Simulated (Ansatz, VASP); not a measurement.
**Cross-check of BiClO between VASP and Ansatz**

One calculation is typed for both programs; each brings its own data sets and cutoff. How far apart do they land? The structure shown is the end of the Ansatz relaxation below.

Main program and level: Ansatz 0.2.0; plane waves, with VASP 6.6.1 beside it; single point at PBEsol.

**1. Set-up**

It takes space group P4/nmm (No. 129, tetragonal). Conventional cell: a = 3.886 Å, b = 3.886 Å, c = 7.349 Å, α = 90.00°, β = 90.00°, γ = 90.00°. Nearest to Bi lie 4 O at 2.32 Å and 4 Cl at 3.05 Å. Nearest to Cl lie 4 Bi at 3.05 Å. Nearest to O lie 4 Bi at 2.32 Å. Farther neighbours and most contacts between anions are not listed.

**2. Ansatz: relaxation, PBEsol**

Ansatz runs on its default PAW (the set named soft_2) files.

This run makes the geometry at which the two programs are then compared.

Input file input.yaml:

```yaml
crystal:
  lattice:
    - [3.88551, 0.0, 0.0]
    - [0.0, 3.88551, 0.0]
    - [0.0, 0.0, 7.3489]
  atoms:
    - { symbol: Bi, position: [0.0, 0.5, 0.67096] }
    - { symbol: Bi, position: [0.5, 0.0, 0.32904] }
    - { symbol: Cl, position: [0.5, 0.0, 0.8528] }
    - { symbol: Cl, position: [0.0, 0.5, 0.1472] }
    - { symbol: O, position: [0.5, 0.5, 0.5] }
    - { symbol: O, position: [0.0, 0.0, 0.5] }
kpoints:
  mp_grid: { grid: [5, 5, 3] }
scf:
  occupations: { method: fixed }
hamiltonian:
  xc: pbesol
relax:
  f_tol: 0.01
  max_steps: 90
output:
  forces: true
  write_density: true
  write_potential: true
  elf: true
  volumetric_format: npy
```

Command:

```
$ ansatz run input.yaml --threads 4 --pin off --max-ram 8192MiB --backend cpu --events-out ev --progress --plain --runs-dir out
```

Numbers of over 12 decimals in the logs are rounded to 6 here.

The log of the run:

```text
Engine: ansatz 0.2.0, x86_64-unknown-linux-gnu
Pseudopotentials: kind: paw
Pseudopotential: Bi, paw, valence charge 15, recommended cutoff 420 eV (normal), Bi.paw.azcp
Pseudopotential: Cl, paw, valence charge 7, recommended cutoff 420 eV (normal), Cl.paw.azcp
Pseudopotential: O, paw, valence charge 6, recommended cutoff 420 eV (normal), O.paw.azcp
Functional definition: PBEsol
  exchange = pbesol_x
  correlation = pbesol_c
Crystal: 6 atoms, lattice volume = 110.948 Å³
Basis set: ecut = 420 eV, 2177 PW (Γ), exchange–correlation on 54×54×100 points (8 copies of the dense FFT grid, shifted against one another)
Bands: 34, of which v1, the nominal top of the filled ones, is band 28 counted from 1 (27 counted from 0)
Symmetry: 16 space group operations
Space group: P4/nmm (ITA 129), of the structure as read, at distance tolerance 4.8e-5 Å
k-points: 12 of 75
Non-local potential: Bi, projectors of the file, l = 0: 2, l = 1: 2, l = 2: 2, l = 3: 2
Non-local potential: Cl, projectors of the file, l = 0: 2, l = 1: 2, l = 2: 2
Non-local potential: O, projectors of the file, l = 0: 2, l = 1: 2, l = 2: 1
PAW form: soft (Blöchl's): semilocal exchange-correlation on the pseudo side does not see the compensation charge
PAW frozen core: Bi, regenerated for the run's functional, and the local potential with it (the file was generated under x = pbe(κ = 0.804, μ = 0.219515), c = pbe(β = 0.066725))
PAW frozen core: Cl, regenerated for the run's functional, and the local potential with it (the file was generated under x = pbe(κ = 0.804, μ = 0.219515), c = pbe(β = 0.066725))
PAW frozen core: O, regenerated for the run's functional, and the local potential with it (the file was generated under x = pbe(κ = 0.804, μ = 0.219515), c = pbe(β = 0.066725))
PAW one-centre angular grid: Bi, 590 points (default); XC on 64 Gauss nodes
PAW one-centre angular grid: Cl, 110 points (default); XC on 64 Gauss nodes
PAW one-centre angular grid: O, 110 points (default); XC on 64 Gauss nodes
Initial density: superposition of atomic densities (neutral atoms: chi_scale 0, normalization atom), corrected by the library's trained network
Initial wavefunctions: pseudopotential atomic-orbital guess
Functional: x = pbesol(κ = 0.804, μ = 0.123457), c = pbesol(β = 0.046)
SCF iter   1: F=—  HF=-27730.075416 eV  |F-HF|=—  |Δ(HF+E_count)|=         —  Δρ=1.13e-2  dr2=1.37e-1  ethr=1.77e-3  ⟨swp⟩=5.0  Hψ=1536  notcnv=0  defer=45
preconditioner: auto → Resta (q_TF=auto, 2.434 Å⁻¹)  ε∞=3.5  [insulator: Δε(μ)=2.528 eV  Ē_g=16.627 eV  n_scr=28 (ndim 8)  ℏωp=26.4 eV  f_vac=0.006  ε∞_Penn≈3.5]
SCF iter   2: F=—  HF=-27730.045779 eV  |F-HF|=—  |Δ(HF+E_count)|=   2.96e-2  Δρ=4.54e-3  dr2=2.84e-2  ethr=2.45e-4  ⟨swp⟩=2.1  Hψ=742  notcnv=0  defer=47
SCF iter   3: F=—  HF=-27730.041108 eV  |F-HF|=—  |Δ(HF+E_count)|=   4.67e-3  Δρ=1.45e-3  dr2=2.27e-3  ethr=5.08e-5  ⟨swp⟩=2.0  Hψ=576  notcnv=0  defer=48
SCF iter   4: F=—  HF=-27730.040901 eV  |F-HF|=—  |Δ(HF+E_count)|=   2.07e-4  Δρ=5.63e-4  dr2=2.95e-4  ethr=4.06e-6  ⟨swp⟩=2.0  Hψ=544  notcnv=0  defer=48
SCF iter   5: F=—  HF=-27730.040958 eV  |F-HF|=—  |Δ(HF+E_count)|=   5.64e-5  Δρ=9.74e-5  dr2=1.03e-5  ethr=5.28e-7  ⟨swp⟩=2.8  Hψ=617  notcnv=0  defer=48
SCF iter   6: F=-27730.040963 eV  HF=-27730.040963 eV  |F-HF|=3.98e-7  |Δ(HF+E_count)|=   5.20e-6  Δρ=2.06e-5  dr2=4.32e-7  ethr=4.46e-9  ⟨swp⟩=10.0  Hψ=3678  notcnv=0
SCF 1 converged in 6 iterations: F = -27730.040963 eV  dr2 = 4.32e-7
  greatest PAW one-centre occupation: 0.991 electrons in one spin orbital (limit 2), on the Bi atom at site 1 (counted from 0), in its partial waves of l = 2
relax step   1: F+E_penalty+E_count = -27730.04096322 eV  Δ(F+E_penalty+E_count) = +0.000e0 eV  max|allowed force component| = 9.838e-2 eV/Å  Δτ_max = 0.0000 Å  (6 SCF iters, dr2 threshold 2.50e-6 eV, accepted)
[...]
relax step   2: F+E_penalty+E_count = -27730.04139765 eV  Δ(F+E_penalty+E_count) = -4.344e-4 eV  max|allowed force component| = 1.357e-1 eV/Å  Δτ_max = 0.0242 Å  (5 SCF iters, dr2 threshold 6.05e-7 eV, accepted)
[...]
relax step   3: F+E_penalty+E_count = -27730.04257083 eV  Δ(F+E_penalty+E_count) = -1.173e-3 eV  max|allowed force component| = 7.615e-3 eV/Å  Δτ_max = 0.0084 Å  (5 SCF iters, dr2 threshold 1.15e-6 eV, accepted)
[...]
relax step   4: F+E_penalty+E_count = -27730.04257084 eV  Δ(F+E_penalty+E_count) = -1.216e-8 eV  max|allowed force component| = 7.690e-3 eV/Å  Δτ_max = 0.0000 Å  (2 SCF iters, accepted)
NSCF: frozen V_eff on 12 k-points
the band table was solved once a step of the walk had ended and its energy, with any forces and stress, was formed, with the checks that follow a solve (1930 applications of the Hamiltonian). They found nothing against the state; the energy, forces and stress were not computed again (output.eigenvalues in the input reference)
SCF converged after 2 iterations
Free energy (F): -27730.042571 eV
Harris-Foulkes:  -27730.042571 eV  (|F-HF|=1.50e-8)
Internal energy: -27730.042571 eV  (E = F + TS)
E sigma→0 (E₀):  -27730.042571 eV
Fermi energy:    7.807697 eV
--- Per-component energies (eV) ---
  E_band       = -200.661076
  E_kinetic    = 1273.203633
  E_local      = -4732.556467  (includes V_loc(G=0)·N_el)
  E_nonlocal   = 1287.463420
  E_hartree    = 1666.496649
  E_xc         = -660.468288
  E_vxc        = -720.597734  (∫ρ·V_xc dr)
  E_paw        = -22606.819383  (= ΣΔE_a)
  E_vpaw       = -641.173981  (= ΣTr[D̂ρ^β])
  E_aug_tail   = 0.004211  (compensation charges beyond the density's cutoff)
  E_ewald      = -3957.773290
  E_core_change = 0.406944  (= ΣΔE_core)
  E_smearing   = -0.000000  (= −TS)
  E_closure    = -0.000000  (closes the sum)
  Σ components = -27730.042571   (vs F -27730.042571, Δ=0.00e0)
--- Forces (eV/Å), atoms counted from 1 ---
  atom   1  Bi     0.00000000     0.00000000    -0.00768951
  atom   2  Bi     0.00000000     0.00000000     0.00768951
  atom   3  Cl     0.00000000     0.00000000    -0.00335379
  atom   4  Cl     0.00000000     0.00000000     0.00335379
  atom   5  O      0.00000000     0.00000000    -0.00000000
  atom   6  O      0.00000000     0.00000000     0.00000000
  max |Σ_I F_I| component: 2.86e-17 eV/Å
--- Band table (eV; the first three rows and the last of 12) ---
  k-point 0: bands = [... 24 lower, 6.7150, 6.7150, 6.8370, 7.0118, 10.8551, 11.5442, 13.1294, 13.1294, ... 2 higher]
  k-point 1: bands = [... 24 lower, 6.9093, 6.9093, 7.2212, 7.3646, 10.4531, 10.9572, 13.1398, 13.1398, ... 2 higher]
  k-point 2: bands = [... 24 lower, 6.6842, 7.2182, 7.3231, 7.3254, 11.8082, 12.1647, 12.6347, 12.8895, ... 2 higher]
  k-point 11: bands = [... 24 lower, 6.7281, 6.9015, 6.9913, 7.1272, 11.7460, 12.4648, 13.5062, 13.9297, ... 2 higher]
--- Relaxed structure (4 steps of the walk, 4 accepted, 0 SCFs on fresh bases) ---
  F+E_penalty+E_count = -27730.04257084 eV   max|allowed force component| = 7.690e-3 eV/Å
  atoms:
    - { symbol: Bi, position: [0, 0.5, 0.671455] }
    - { symbol: Bi, position: [0.5, 0, 0.328545] }
    - { symbol: Cl, position: [0.5, 0, 0.850657] }
    - { symbol: Cl, position: [0, 0.5, 0.149343] }
    - { symbol: O, position: [0.5, 0.5, 0.500000] }
    - { symbol: O, position: [0, 0, 0.500000] }
```

Reading the cycles: dr2 is the Hartree energy of the density residual (eV), the measure of convergence; HF is the Harris–Foulkes estimate of the energy, which meets the free energy F at convergence.

**3. VASP: single point, PBEsol**

The same cell, functional and mesh now go to VASP, with its own data sets and cutoff.

Lines of VASP's logs that name or quote its potential files are left out, and so is its time.

Input file INCAR:

```
SYSTEM = BiClO
PREC = Accurate
ENCUT = 520
EDIFF = 1E-06
NELM = 100
ISMEAR = 0
SIGMA = 0.01
LREAL = .FALSE.
ALGO = Normal
GGA = PS
NBANDS = 34
LORBIT = 11
LWAVE = .FALSE.
LCHARG = .FALSE.
KPAR = 2
ISIF = 2
```

Input file POSCAR:

```
BiClO
1.0
    3.8855100000      0.0000000000      0.0000000000
    0.0000000000      3.8855100000      0.0000000000
    0.0000000000      0.0000000000      7.3489000000
Bi Cl O
2 2 2
Direct
    0.0000000000      0.5000000000      0.6714546671
    0.5000000000      0.0000000000      0.3285453329
    0.5000000000      0.0000000000      0.8506568552
    0.0000000000      0.5000000000      0.1493431448
    0.5000000000      0.5000000000      0.5000000000
    0.0000000000      0.0000000000      0.5000000000
```

Input file KPOINTS:

```
Automatic mesh
0
Gamma
5 5 3
0 0 0
```

PAW data sets: Bi_d, Cl and O (PBE family, release 64).

Command:

```
$ mpirun -np 2 vasp_std
```

The log of the run:

```text
[banner, memory and clock lines left out]
running    2 mpi-ranks, on    1 nodes
 distrk:  each k-point on    1 cores,    2 groups
 distr:  one band on    1 cores,    1 groups

 POSCAR found type information on POSCAR BiClO
 POSCAR found :  3 types and       6 ions
|                                                                             |
|               ----> ADVICE to this user running VASP <----                  |
|                                                                             |
|     You enforced a specific xc type in the INCAR file but a different       |
|     [... a line on the potential file left out ...]
|     I HOPE YOU KNOW WHAT YOU ARE DOING!                                     |
|                                                                             |

 LDA part: xc-table for (Slater+PW92), standard interpolation
 POSCAR, INCAR and KPOINTS ok, starting setup
 FFT: planning ... GRIDC
 FFT: planning ... GRID_SOFT
 FFT: planning ... GRID
 WAVECAR not read
 entering main loop
       N       E                     dE             d eps       ncg     rms          rms(c)
DAV:   1     0.674625111249E+03    0.67463E+03   -0.28403E+04   816   0.188E+03
DAV:   2     0.658075214898E+02   -0.60882E+03   -0.59159E+03   866   0.510E+02
DAV:   3    -0.298861023126E+02   -0.95694E+02   -0.92932E+02   998   0.204E+02
DAV:   4    -0.346399280611E+02   -0.47538E+01   -0.47080E+01   920   0.477E+01
DAV:   5    -0.348238350700E+02   -0.18391E+00   -0.18376E+00  1082   0.986E+00    0.118E+01
DAV:   6    -0.309948187300E+02    0.38290E+01   -0.15311E+01  1240   0.430E+01    0.527E+00
DAV:   7    -0.308947229187E+02    0.10010E+00   -0.30372E+00   884   0.983E+00    0.314E+00
DAV:   8    -0.308822719906E+02    0.12451E-01   -0.62574E-01   942   0.442E+00    0.131E+00
DAV:   9    -0.308666365422E+02    0.15635E-01   -0.71867E-02  1140   0.215E+00    0.466E-01
DAV:  10    -0.308672756230E+02   -0.63908E-03   -0.16715E-02   974   0.988E-01    0.105E-01
DAV:  11    -0.308673042114E+02   -0.28588E-04   -0.96907E-04  1138   0.221E-01    0.443E-02
DAV:  12    -0.308673343141E+02   -0.30103E-04   -0.15502E-04   956   0.812E-02    0.183E-02
DAV:  13    -0.308673315161E+02    0.27980E-05   -0.29033E-05  1004   0.358E-02    0.473E-03
DAV:  14    -0.308673315301E+02   -0.14009E-07   -0.24945E-06   730   0.108E-02
   1 F= -.30867332E+02 E0= -.30867332E+02  d E =-.554501E-34
```

OUTCAR, selected parts (step 3):

```text
ion  position               nearest neighbor table
   1  0.000  0.500  0.671-   5 2.32   6 2.32   6 2.32   5 2.32   3 3.05   3 3.05   3 3.05   3 3.05
                             2 3.73   2 3.73   2 3.73   2 3.73
   2  0.500  0.000  0.329-   5 2.32   6 2.32   5 2.32   6 2.32   4 3.05   4 3.05   4 3.05   4 3.05
                             1 3.73   1 3.73   1 3.73   1 3.73
   3  0.500  0.000  0.851-   1 3.05   1 3.05   1 3.05   1 3.05
   4  0.000  0.500  0.149-   2 3.05   2 3.05   2 3.05   2 3.05
   5  0.500  0.500  0.500-   1 2.32   2 2.32   2 2.32   1 2.32
   6  0.000  0.000  0.500-   1 2.32   2 2.32   1 2.32   2 2.32

  LATTYP: Found a simple tetragonal cell.
 ALAT       =     3.8855100000
 C/A-ratio  =     1.8913604649

 Subroutine GETGRP returns: Found 16 space group operations
 (whereof  8 operations were pure point group operations)

The static configuration has the point symmetry D_2d.
 The point group associated with its full space group is D_4h.

 Found     12 irreducible k-points:

   k-points           NKPTS =     12   k-points in BZ     NKDIM =     12   number of bands    NBANDS=     34

   dimension x,y,z NGX =    30 NGY =   30 NGZ =   56
   dimension x,y,z NGXF=    60 NGYF=   60 NGZF=  112

   ENCUT  =  520.0 eV  38.22 Ry    6.18 a.u.   7.22  7.22 13.66*2*pi/ulx,y,z

   NELECT =      56.0000    total number of electrons

 k-points in reciprocal lattice and weights: Automatic mesh
   0.00000000  0.00000000  0.00000000       0.013
   0.20000000  0.00000000  0.00000000       0.053
   0.40000000  0.00000000  0.00000000       0.053
   0.20000000  0.20000000  0.00000000       0.053
   0.40000000  0.20000000  0.00000000       0.107
   0.40000000  0.40000000  0.00000000       0.053
   0.00000000  0.00000000  0.33333333       0.027
   0.20000000  0.00000000  0.33333333       0.107
   0.40000000  0.00000000  0.33333333       0.107
   0.20000000  0.20000000  0.33333333       0.107
   0.40000000  0.20000000  0.33333333       0.213
   0.40000000  0.40000000  0.33333333       0.107

 average (electrostatic) potential at core
       1-104.8247       2-104.8247       3 -89.1670       4 -89.1670       5 -69.1937
       6 -69.1937

 E-fermi :   4.7712

 k-point     1 :       0.0000    0.0000    0.0000
  band No.  band energies     occupation
    ...
     24       3.2138      2.00000
     25       3.5975      2.00000
     26       3.5975      2.00000
     27       3.7151      2.00000
     28       3.8918      2.00000
     29       7.7264      0.00000
     30       8.4142      0.00000
     31      10.0104      0.00000
     32      10.0104      0.00000
     33      11.8325      0.00000
    ...

 k-point     2 :       0.2000    0.0000    0.0000
  band No.  band energies     occupation
    ...
     24       3.3137      2.00000
     25       3.5651      2.00000
     26       4.0961      2.00000
     27       4.2053      2.00000
     28       4.2059      2.00000
     29       8.6819      0.00000
     30       9.0350      0.00000
     31       9.5162      0.00000
     32       9.7737      0.00000
     33      10.6625      0.00000
    ...

 k-point     3 :       0.4000    0.0000    0.0000
  band No.  band energies     occupation
    ...
     24       3.5310      2.00000
     25       3.6385      2.00000
     26       3.9899      2.00000
     27       4.5559      2.00000
     28       4.5970      2.00000
     29       9.0751      0.00000
     30       9.5189      0.00000
     31       9.6362      0.00000
     32      10.2726      0.00000
     33      10.2970      0.00000
    ...

  Total       -0.1314566     -0.1314566      0.0170643      0.0000000      0.0000000      0.0000000
  in kB       -1.8983422     -1.8983422      0.2464220      0.0000000      0.0000000      0.0000000
  external PRESSURE =      -1.1834208 kB  Pullay stress =       0.0000000 kB

  energy-cutoff  :      520.00
  volume of cell :      110.95
      direct lattice vectors                 reciprocal lattice vectors
     3.885510000  0.000000000  0.000000000     0.257366472  0.000000000  0.000000000
     0.000000000  3.885510000  0.000000000     0.000000000  0.257366472  0.000000000
     0.000000000  0.000000000  7.348900000     0.000000000  0.000000000  0.136074787

 POSITION                                       TOTAL-FORCE (eV/Angst)
 -----------------------------------------------------------------------------------
      0.00000      1.94276      4.93445         0.000000     -0.000000      0.043816
      1.94276      0.00000      2.41445         0.000000      0.000000     -0.043816
      1.94276      0.00000      6.25139         0.000000     -0.000000     -0.000219
      0.00000      1.94276      1.09751         0.000000     -0.000000      0.000219
      1.94276      1.94276      3.67445         0.000000     -0.000000      0.000000
      0.00000      0.00000      3.67445        -0.000000      0.000000      0.000000
 -----------------------------------------------------------------------------------
    total drift:                                0.000000      0.000000      0.000000

  FREE ENERGIE OF THE ION-ELECTRON SYSTEM (eV)
  ---------------------------------------------------
  free  energy   TOTEN  =       -30.8673315301 eV

  energy  without entropy=      -30.8673315301  energy(sigma->0) =      -30.86733153

 total charge
# of ion       s       p       d       tot
------------------------------------------
    1        1.641   0.844  10.016  12.502
    2        1.641   0.844  10.016  12.502
    3        1.593   3.489   0.000   5.083
    4        1.593   3.489   0.000   5.083
    5        1.572   3.400   0.000   4.972
    6        1.572   3.400   0.000   4.972
--------------------------------------------------
tot          9.613  15.466  20.033  45.112

[... 3 further parts left out ...]
```

The run ends at a pressure of -0.12 GPa, with forces up to 0.044 eV/Å.

**4. Differences**

Known differences besides the PAW data sets themselves: fixed occupations in Ansatz, narrow Gaussian smearing in VASP; the cutoff is 420 eV in Ansatz and 520 eV in VASP; Ansatz makes its cores anew for this functional, VASP keeps those of its PBE data sets; VASP leaves aspherical gradient terms in its spheres out (LASPH is not set), Ansatz keeps them. Total energies have different zeros and are not compared.

Both answers:

| quantity | Ansatz | VASP | difference |
| --- | --- | --- | --- |
| gap on the k mesh (eV) | 2.645 | 2.642 | +0.004 |

At this near-relaxed geometry the largest component of a force difference is 52 meV/Å.

**5. What moves the difference**

The difference is large enough to ask for its cause, so further runs change the set-up of one program at a time, as the table lists.

| run | r.m.s. force difference (meV/Å) |
| --- | --- |
| as above | 17 |
| VASP with the data sets Bi_d_GW, Cl_GW and O_GW and a cutoff of 670 eV | 5.6 |
| VASP with the data sets Bi_d, Cl_h and O_h and a cutoff of 1230 eV | 14 |

**6. Results**

```yaml
r_m_s_force_difference_single_point_pbesol: 17 meV/Å
```

What this shows: The r.m.s. force difference is 17 meV/Å (single point, PBEsol), beyond the 12 meV/Å picked in this series as the mark of a large difference. For single point, PBEsol: with VASP with the data sets Bi_d_GW, Cl_GW and O_GW and a cutoff of 670 eV the r.m.s. force difference shrinks in size, from 17 to 5.6 meV/Å. How closely two codes agree says nothing of how well the functional describes the real material.

[Lines on the potential files, build, host, timing and source positions are cut from VASP's logs without a mark.]

[Logs are printed without paths, hosts, clocks, repeated set-up lines and the standing remarks that a program may print on its own settings, such as how far it seeks lower states.]

[Hosts, paths, dates, database ids (printed as entryN), source tags and the programs' standing remarks are cut or masked in the printed files.]
